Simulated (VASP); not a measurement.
# RbBi6 (Pm-3m) in VASP: single point with PBE

Aim: the single point of RbBi6 with PBE.

Program: VASP 6.6.1. These are calculated values, not measurements. Logs are shortened: lines on timing, memory, paths and dates and some standing lists are left out, and cuts for length are marked.

## (1) The cell of the first run

It takes space group Pm-3m (No. 221, cubic). Conventional cell: a = 6.070 Å, b = 6.070 Å, c = 6.070 Å, α = 90.00°, β = 90.00°, γ = 90.00°. Around Rb (site symmetry m-3m) lie 24 Bi at 4.46 Å. Bi (site symmetry 4mm) is surrounded by 5 Bi at 2.41 to 2.59 Å.

The cell was built by a generator and needn't be a form met in nature.

## (2) Single point, PBE (species swapped into the YB6 type (Pm-3m, No. 221))

File INCAR:

```
SYSTEM = RbBi6
  ALGO = Fast
  EDIFF = 1E-7
  ENCUT = 520
  GGA = PE
  ISIF = 2
  ISMEAR = 0
  LASPH = .True.
  LCHARG = .True.
  LELF = .True.
  LREAL = .False.
  LVHAR = .True.
  LWAVE = .False.
  NBANDS = 58
  NELM = 100
  PREC = Accurate
  SIGMA = 0.1
```

File KPOINTS:

```
k-points
0
Gamma
  4 4 4
  0 0 0
```

File POSCAR:

```
RbBi6
1.0
    6.0701842300      0.0000000000      0.0000000000
    0.0000000000      6.0701842300      0.0000000000
    0.0000000000      0.0000000000      6.0701842300
Rb Bi
1 6
Direct
    0.0000000000      0.0000000000      0.0000000000
    0.8011341100      0.5000000000      0.5000000000
    0.1988658900      0.5000000000      0.5000000000
    0.5000000000      0.5000000000      0.8011341100
    0.5000000000      0.5000000000      0.1988658900
    0.5000000000      0.1988658900      0.5000000000
    0.5000000000      0.8011341100      0.5000000000
```

Potentials or basis: VASP PAW PBE potentials, release 64 (Rb_sv, Bi_d).

Launch:

```
$ cat potpaw_PBE.64/Rb_sv/POTCAR potpaw_PBE.64/Bi_d/POTCAR > POTCAR
$ mpirun -np 1 vasp_std > vasp.out
```

OUTCAR:

```text
SYSTEM = RbBi6
   EDIFF = 1E-7
   ENCUT = 520
   GGA = PE
   ISIF = 2
   ISMEAR = 0
   LASPH = .True.
   LREAL = .False.
   NELM = 100
   PREC = Accurate

 ion  position               nearest neighbor table
   1  0.000  0.000  0.000-   2 4.46   3 4.46   4 4.46   5 4.46   6 4.46   7 4.46   2 4.46   3 4.46
                             6 4.46   7 4.46   2 4.46   3 4.46   4 4.46   5 4.46   2 4.46   3 4.46
   2  0.801  0.500  0.500-   3 2.41   4 2.59   5 2.59   6 2.59   7 2.59   3 3.66   1 4.46   1 4.46
                             1 4.46   1 4.46
   3  0.199  0.500  0.500-   2 2.41   4 2.59   5 2.59   6 2.59   7 2.59   2 3.66   1 4.46   1 4.46
                             1 4.46   1 4.46
   4  0.500  0.500  0.801-   5 2.41   3 2.59   2 2.59   6 2.59   7 2.59   5 3.66   1 4.46   1 4.46
                             1 4.46   1 4.46
   5  0.500  0.500  0.199-   4 2.41   3 2.59   2 2.59   6 2.59   7 2.59   4 3.66   1 4.46   1 4.46
                             1 4.46   1 4.46
   6  0.500  0.199  0.500-   7 2.41   3 2.59   4 2.59   5 2.59   2 2.59   7 3.66   1 4.46   1 4.46
                             1 4.46   1 4.46
   7  0.500  0.801  0.500-   6 2.41   3 2.59   4 2.59   5 2.59   2 2.59   6 3.66   1 4.46   1 4.46
                             1 4.46   1 4.46

  LATTYP: Found a simple cubic cell.
 ALAT       =     6.0701842300

  Lattice vectors:

 A1 = (   6.0701842300,   0.0000000000,   0.0000000000)
 A2 = (   0.0000000000,   6.0701842300,   0.0000000000)
 A3 = (   0.0000000000,   0.0000000000,   6.0701842300)

Analysis of symmetry for initial positions (statically):
=====================================================================
 Subroutine PRICEL returns:
 Original cell was already a primitive cell.

 Routine SETGRP: Setting up the symmetry group for a
 simple cubic supercell.

 Subroutine GETGRP returns: Found 48 space group operations
 (whereof 48 operations were pure point group operations)
 out of a pool of 48 trial point group operations.

The static configuration has the point symmetry O_h .

Analysis of symmetry for dynamics (positions and initial velocities):
=====================================================================
 Subroutine PRICEL returns:
 Original cell was already a primitive cell.

 Routine SETGRP: Setting up the symmetry group for a
 simple cubic supercell.

 Subroutine GETGRP returns: Found 48 space group operations
 (whereof 48 operations were pure point group operations)
 out of a pool of 48 trial point group operations.

The dynamic configuration has the point symmetry O_h .

 Subroutine INISYM returns: Found 48 space group operations
 (whereof 48 operations are pure point group operations),
 and found     1 'primitive' translations

----------------------------------------------------------------------------------------

                                     Primitive cell

  volume of cell :     223.6689

  direct lattice vectors                    reciprocal lattice vectors
     6.070184230  0.000000000  0.000000000     0.164739646  0.000000000  0.000000000
     0.000000000  6.070184230  0.000000000     0.000000000  0.164739646  0.000000000
     0.000000000  0.000000000  6.070184230     0.000000000  0.000000000  0.164739646

  length of vectors
     6.070184230  6.070184230  6.070184230     0.164739646  0.164739646  0.164739646

  position of ions in fractional coordinates (direct lattice)
     0.000000000  0.000000000  0.000000000
     0.801134110  0.500000000  0.500000000
     0.198865890  0.500000000  0.500000000
     0.500000000  0.500000000  0.801134110
     0.500000000  0.500000000  0.198865890
     0.500000000  0.198865890  0.500000000
     0.500000000  0.801134110  0.500000000

  ion indices of the primitive-cell ions
   primitive index   ion index
                 1           1
                 2           2
                 3           3
                 4           4
                 5           5
                 6           6
                 7           7

----------------------------------------------------------------------------------------

 KPOINTS: k-points

Automatic generation of k-mesh.
 Grid dimensions read from file:
 generate k-points for:    4    4    4

 Generating k-lattice:

  Cartesian coordinates                     Fractional coordinates (reciprocal lattice)
     0.041184911  0.000000000  0.000000000     0.250000000  0.000000000  0.000000000
     0.000000000  0.041184911  0.000000000     0.000000000  0.250000000  0.000000000
     0.000000000  0.000000000  0.041184911     0.000000000  0.000000000  0.250000000

  Length of vectors
     0.041184911  0.041184911  0.041184911

  Shift w.r.t. Gamma in fractional coordinates (k-lattice)
     0.000000000  0.000000000  0.000000000

 Subroutine IBZKPT returns following result:
 ===========================================

 Found     10 irreducible k-points:

 Following reciprocal coordinates:
            Coordinates               Weight
  0.000000  0.000000  0.000000      1.000000
  0.250000  0.000000  0.000000      6.000000
  0.500000  0.000000  0.000000      3.000000
  0.250000  0.250000  0.000000     12.000000
  0.500000  0.250000  0.000000     12.000000
  0.500000  0.500000  0.000000      3.000000
  0.250000  0.250000  0.250000      8.000000
  0.500000  0.250000  0.250000     12.000000
  0.500000  0.500000  0.250000      6.000000
  0.500000  0.500000  0.500000      1.000000
   k-points           NKPTS =     10   k-points in BZ     NKDIM =     10   number of bands    NBANDS=     58
   number of dos      NEDOS =    301   number of ions     NIONS =      7
   total plane-waves  NPLWV = 110592
   dimension x,y,z NGX =    48 NGY =   48 NGZ =   48
   dimension x,y,z NGXF=    96 NGYF=   96 NGZF=   96
   ions per type =               1   6
   NGX,Y,Z   is equivalent  to a cutoff of  13.15, 13.15, 13.15 a.u.
   NGXF,Y,Z  is equivalent  to a cutoff of  26.29, 26.29, 26.29 a.u.
 SYSTEM =  RbBi6
   PREC   = accura    normal or accurate (medium, high low for compatibility)
   ISTART =      0    job   : 0-new  1-cont  2-samecut
   ICHARG =      2    charge: 1-file 2-atom 10-const
   ISPIN  =      1    spin polarized calculation?
   LNONCOLLINEAR =      F non collinear calculations
   LSORBIT =      F    spin-orbit coupling
   LASPH  =      T    aspherical Exc in radial PAW
   ENCUT  =  520.0 eV  38.22 Ry    6.18 a.u.  11.29 11.29 11.29*2*pi/ulx,y,z
   NELM   =    100;   NELMIN=  2; NELMDL= -5     # of ELM steps
   EDIFF  = 0.1E-06   stopping-criterion for ELM
   LREAL  =      F    real-space projection
   EDIFFG = 0.1E-05   stopping-criterion for IOM
   NSW    =      0    number of steps for IOM
   IBRION =     -1    ionic relax: 0-MD 1-quasi-New 2-CG
   NFREE  =      0    steps in history (QN), initial steepest desc. (CG)
   ISIF   =      2    stress and relaxation
   ISYM   =      2    0-nonsym 1-usesym 2-fastsym
   POTIM  = 0.5000    time-step for ionic-motion
   TEBEG  =    0.0;   TEEND  =   0.0 temperature during run
   PSTRESS=    0.0 pullay stress
   NELECT =      99.0000    total number of electrons
   NUPDOWN=      -1.0000    fix difference up-down
   EMIN   =  10.00;   EMAX   =-10.00  energy-range for DOS
   EFERMI =   0.00;   METHOD = LEGACY
   ISMEAR =     0;   SIGMA  =   0.10  broadening in eV -4-tet -1-fermi 0-gaus
   EFERMI_NEDOS =   21; number of points for ismear=-14 and -15
   IALGO  =     68    algorithm
   IMIX   =      4    mixing-type and parameters
     AMIX     =   0.40;   BMIX     =  1.00
     AMIX_MAG =   1.60;   BMIX_MAG =  1.00
  volume/ion in A,a.u.               =      31.95       215.63
  Fermi-wavevector in a.u.,A,eV,Ry     =   1.247627  2.357673 21.178456  1.556573
  Thomas-Fermi vector in A             =   2.381750
   LORBIT       =      0    0 simple, 1 ext, 2 COOP (PROOUT), +10 PAW based schemes
   GGA     = PE    functional components
   LHFCALC =     F    Hartree Fock is set to
   AEXX    =    0.0000 exact exchange contribution
   IVDW    =     0    specifies the selected vdW correction
   LEPSILON=     F    determine dielectric tensor
   LRPA    =     F    only Hartree local field effects (RPA)
 non-spin polarized calculation
 RMM-DIIS sequential band-by-band and
 Gauss-broadening in eV      SIGMA  =   0.10
  energy-cutoff  :      520.00
  volume of cell :      223.67
 maximum number of plane-waves:      6062
 NGX is ok and might be reduce to    48
   NGX = 23   NGY = 23   NGZ = 23

 number of electron      99.0000064 magnetization

 Free energy of the ion-electron system (eV)
  ---------------------------------------------------
  ext. energy  EPLUGINS =         0.00000000
  ---------------------------------------------------
  free energy    TOTEN  =         2.81405061 eV

  energy without entropy =        2.85642778  energy(sigma->0) =        2.83523919

 E-fermi :   7.3734     XC(G=0):  -9.2559

 val. band max:        7.3640300512   @ k =   0.2500   0.0000   0.0000
 cond. band min:       7.4768602493   @ k =   0.5000   0.5000   0.2500
 fundamental gap:      0.1128301981
 Fermi energy:         7.3734310692

 k-point     1 :       0.0000    0.0000    0.0000
  band No.  band energies     occupation
      1     -20.8983      2.00000
      2     -18.8347      2.00000
      3     -17.6320      2.00000
      4     -17.6320      2.00000
      5     -17.6320      2.00000
      6     -17.4496      2.00000
[... 50 lines left out ...]
     57      11.0992      0.00000
     58      11.1013      0.00000

 k-point     2 :       0.2500    0.0000    0.0000
  band No.  band energies     occupation
      1     -20.8982      2.00000
      2     -18.7326      2.00000
      3     -17.8649      2.00000
      4     -17.6747      2.00000
      5     -17.6747      2.00000
      6     -17.4656      2.00000
[... 50 lines left out ...]
     57      11.0646      0.00000
     58      11.0674      0.00000

 k-point     3 :       0.5000    0.0000    0.0000
  band No.  band energies     occupation
      1     -20.8982      2.00000
      2     -18.5825      2.00000
      3     -18.0806      2.00000
      4     -17.7155      2.00000
      5     -17.7155      2.00000
      6     -17.4858      2.00000
[... 50 lines left out ...]
     57      11.1569      0.00000
     58      11.1933      0.00000

 k-point     4 :       0.2500    0.2500    0.0000
  band No.  band energies     occupation
      1     -20.8982      2.00000
      2     -18.6272      2.00000
      3     -17.8722      2.00000
      4     -17.8331      2.00000
      5     -17.6844      2.00000
      6     -17.6512      2.00000
[... 50 lines left out ...]
     57      11.2249      0.00000
     58      11.8718      0.00000

 k-point     5 :       0.5000    0.2500    0.0000
  band No.  band energies     occupation
      1     -20.8981      2.00000
      2     -18.4645      2.00000
      3     -18.0603      2.00000
      4     -17.8234      2.00000
      5     -17.7528      2.00000
      6     -17.7140      2.00000
[... 50 lines left out ...]
     57      11.0971      0.00000
     58      11.3693      0.00000

 k-point     6 :       0.5000    0.5000    0.0000
  band No.  band energies     occupation
      1     -20.8981      2.00000
      2     -18.2469      2.00000
      3     -18.0196      2.00000
      4     -18.0196      2.00000
      5     -17.9248      2.00000
      6     -17.7125      2.00000
[... 50 lines left out ...]
     57      10.9408      0.00000
     58      10.9616      0.00000

 k-point     7 :       0.2500    0.2500    0.2500
  band No.  band energies     occupation
      1     -20.8981      2.00000
      2     -18.5207      2.00000
      3     -17.8630      2.00000
      4     -17.8630      2.00000
      5     -17.8066      2.00000
      6     -17.7104      2.00000
[... 50 lines left out ...]
     57      11.1991      0.00000
     58      12.2164      0.00000

 k-point     8 :       0.5000    0.2500    0.2500
  band No.  band energies     occupation
      1     -20.8981      2.00000
      2     -18.3495      2.00000
      3     -18.0419      2.00000
      4     -17.8365      2.00000
      5     -17.8051      2.00000
      6     -17.7989      2.00000
[... 50 lines left out ...]
     57      11.2834      0.00000
     58      11.6901      0.00000

 k-point     9 :       0.5000    0.5000    0.2500
  band No.  band energies     occupation
      1     -20.8981      2.00000
      2     -18.1278      2.00000
      3     -18.0029      2.00000
      4     -18.0029      2.00000
      5     -17.9237      2.00000
      6     -17.8160      2.00000
[... 50 lines left out ...]
     57      10.3091      0.00000
     58      10.8513      0.00000

 k-point    10 :       0.5000    0.5000    0.5000
  band No.  band energies     occupation
      1     -20.8980      2.00000
      2     -17.9563      2.00000
      3     -17.9563      2.00000
      4     -17.9563      2.00000
      5     -17.9227      2.00000
      6     -17.9227      2.00000
[... 50 lines left out ...]
     57       9.3647      0.00000
     58      11.2572      0.00000

------------------------ aborting loop because EDIFF is reached ----------------------------------------

  FORCE on cell =-STRESS in cart. coord.  units (eV):
  Direction    XX          YY          ZZ          XY          YZ          ZX
  --------------------------------------------------------------------------------------
  -------------------------------------------------------------------------------------
  Total       90.6093075     90.6093075     90.6093075      0.0000000      0.0000000     -0.0000000
  in kB      649.0494364    649.0494364    649.0494364      0.0000000      0.0000000     -0.0000000
  external PRESSURE =     649.0494364 kB  Pullay stress =       0.0000000 kB

 VOLUME and BASIS-vectors are now :
 -----------------------------------------------------------------------------
  energy-cutoff  :      520.00
  volume of cell :      223.67
      direct lattice vectors                 reciprocal lattice vectors
     6.070184230  0.000000000  0.000000000     0.164739646  0.000000000  0.000000000
     0.000000000  6.070184230  0.000000000     0.000000000  0.164739646  0.000000000
     0.000000000  0.000000000  6.070184230     0.000000000  0.000000000  0.164739646

 POSITION                                       TOTAL-FORCE (eV/Angst)
 -----------------------------------------------------------------------------------
      0.00000      0.00000      0.00000         0.000000      0.000000     -0.000000
      4.86303      3.03509      3.03509         8.481601      0.000000     -0.000000
      1.20715      3.03509      3.03509        -8.481601     -0.000000     -0.000000
      3.03509      3.03509      4.86303         0.000000      0.000000      8.481601
      3.03509      3.03509      1.20715        -0.000000     -0.000000     -8.481601
      3.03509      1.20715      3.03509        -0.000000     -8.481601     -0.000000
      3.03509      4.86303      3.03509         0.000000      8.481601     -0.000000
 -----------------------------------------------------------------------------------
    total drift:                                0.000000     -0.000000     -0.000000

  FREE ENERGIE OF THE ION-ELECTRON SYSTEM (eV)
  ---------------------------------------------------
  free  energy   TOTEN  =         2.8140506083 eV

  energy  without entropy=        2.8564277786  energy(sigma->0) =        2.83523919
```

It took 6.3 min on 1 thread of AMD EPYC 7R43 (Zen 3), shared host; peak memory 0.34 GiB.

What came out:

```yaml
Free_energy: 2.8141 eV
Pressure: 64.9 GPa
Largest_force: 8.482 eV/Å
Band_gap_on_the_k_mesh: none (metal or under the smearing width)
```

Forces in eV/Å, atoms in the order of the input:
```
Rb   0.000  0.000  0.000
Bi   8.482  0.000  0.000
Bi  -8.482  0.000  0.000
Bi   0.000  0.000  8.482
Bi   0.000  0.000 -8.482
Bi   0.000 -8.482  0.000
Bi   0.000  8.482  0.000
```

Caveat: a pressure of tens of GPa on the cell as given is suspect, and the run, the potentials or the cell itself is likely at fault; spin-orbit coupling is left out, which moves the levels of the heavy elements; forces of over 1 eV/Å show positions far from the minimum, so gaps and moduli don't describe the material at rest.
